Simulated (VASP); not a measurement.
An input for Ansatz (written as the equivalent of a VASP run, and not itself run):

Ansatz 0.2 input:
```yaml
crystal:
  lattice:
    - [3.6130844, 0.0000000, 0.0000000]
    - [-1.8065422, 3.1290226, 0.0000000]
    - [0.0000000, 0.0000000, 6.1191695]
  atoms:
    - { symbol: Ga, position: [0.0000000, 0.0000000, 0.0000000] }
    - { symbol: Ga, position: [0.0000000, 0.0000000, 0.5000000] }
    - { symbol: P, position: [0.3333330, 0.6666670, 0.2500000] }
    - { symbol: P, position: [0.6666670, 0.3333330, 0.7500000] }
kpoints:
  mp_grid: { grid: [13, 13, 7] }
hamiltonian:
  xc: pbe
  pseudopotentials: { kind: paw }
scf:
  occupations: { method: tetrahedron }
  max_iter: 100
output: { forces: true, stress: true, eigenvalues: true }
```

Translate this input to VASP (INCAR, KPOINTS, POSCAR, choice of POTCAR).

Several could match; the one computed here: 
**KPOINTS**
```
kpoints
0
gamma
 13 13 7
```

**POSCAR**
```
GaP
1.0
  3.6130844395   0.0000000000   0.0000000000
 -1.8065422198   3.1290226084   0.0000000000
  0.0000000000   0.0000000000   6.1191695315
Ga P
2 2
Cart
  0.0000000000   0.0000000000   0.0000000000
  0.0000000000   0.0000000000   3.0595847657
 -0.0000018066   2.0860161153   1.5297923829
  1.8065440263   1.0430064931   4.5893771486
```

### INCAR
```
SYSTEM = GaP
PREC = Accurate; ENCUT = 400; LREAL = .FALSE.
LASPH = .TRUE.
EDIFF = 1E-7; NELM = 100; ALGO = Normal
LMAXMIX = 4
ISMEAR = -5
GGA = PE
ISIF = 2
LWAVE = .FALSE.; LCHARG = .TRUE.; LORBIT = 11
NEDOS = 601
```

POTCAR, in this order: Ga_d P (PBE.64 set). Program: vasp_std.

What does not carry over: each code has its own PAW files, so the cut-off isn't converted (ENCUT is set for VASP's; basis.ecutwfc is left out, and Ansatz then takes the one that its files recommend); Ansatz stops its SCF on the density residual and VASP on the energy change (EDIFF).

The structure was generated: GaP was put into the NiAs type type (P6_3/mmc), which need not be its known phase. It was relaxed first, which changed the volume by +18 %.
